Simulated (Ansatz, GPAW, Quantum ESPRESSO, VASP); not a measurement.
# KCdF3 (Pm-3m, 5 atoms in the cell) computed with different codes at matched settings

Self-consistent single point, at a second geometry (lattice scaled by 0.98). First geometry:

```yaml
crystal:
  lattice:
    - [4.38209, 0.00000, 0.00000]
    - [0.00000, 4.38209, 0.00000]
    - [0.00000, 0.00000, 4.38209]
  atoms:
    - { symbol: K, position: [0.00000, 0.00000, 0.00000] }
    - { symbol: Cd, position: [0.50000, 0.50000, 0.50000] }
    - { symbol: F, position: [0.00000, 0.50000, 0.50000] }
    - { symbol: F, position: [0.50000, 0.00000, 0.50000] }
    - { symbol: F, position: [0.50000, 0.50000, 0.00000] }
```

Shared settings, as Ansatz (a quantum-chemistry and plane-wave program) writes them: kpoints.mp_grid.grid = 6 6 6; scf.occupations.method = fermi_dirac; scf.occupations.width = 0.0037 Ry. Potentials and cutoffs stand in the table.

| code | model | ΔF from the first geometry (meV/atom) | pressure (GPa) | gap on the mesh (eV) | cutoff |
|---|---|---|---|---|---|
| VASP | PBEsol, VASP's PBE PAW potentials (set 64) | 19.8 | -1.92 | 2.956 | 400 eV |
| Quantum ESPRESSO | PBEsol, GBRV 1.5 ultrasoft (PBESOL) pseudopotentials | 16.7 | 4.17 | 2.891 | 40 Ry |
| GPAW | PBEsol, GPAW PAW datasets PBEsol (made by gpaw-setup) | 13.3 | – | 2.898 | 900 eV |
| Ansatz | PBEsol, PAW files made with PBE | 13.8 | 4.29 | 2.970 | 30.9 Ry |

For VASP (by 7.1 GPa) and Quantum ESPRESSO (by 0.6 GPa) the energy change implies a higher mean pressure, against the two pressures, than for the other programs: a sign of finite-basis (Pulay) stress.

A dash marks a value that a program does not give, or that is left out as unsure.

Gaps are read on the mesh.

The spread over the programs that give each value: ΔF from the first geometry within 6.5 meV/atom; pressure within 6.21 GPa; gap on the mesh within 0.079 eV.

Ansatz's pressure is given at a fixed set of plane waves, as the other plane-wave codes print theirs; with its correction for the finite basis it is 4.58 GPa (the shift of 0.28 GPa shows how far the cutoff is from converged). The pressure of GPAW is left out: its cutoff lies under the one at which its stress was checked. In the pressure, VASP (by 6.09) lies more than 1 GPa from the median of the plane-wave programs.

VASP's run is marked for a possible Pulay error in its stress at this cutoff; no cutoff test was made.

The starting cell comes from a database of computed structures (which also holds hypothetical and non-ambient phases and stackings), without a prior relaxation at this level. For this run, on top of that: lattice scaled by 0.98.

Left out of this page: ABINIT (with a known weakness of the program); CP2K, FLEUR and SIESTA (not drawn, or without a comparable value); Elk (unsound by tests on forces, stress, charge or solver warnings).

Keys are those of Ansatz 0.2.
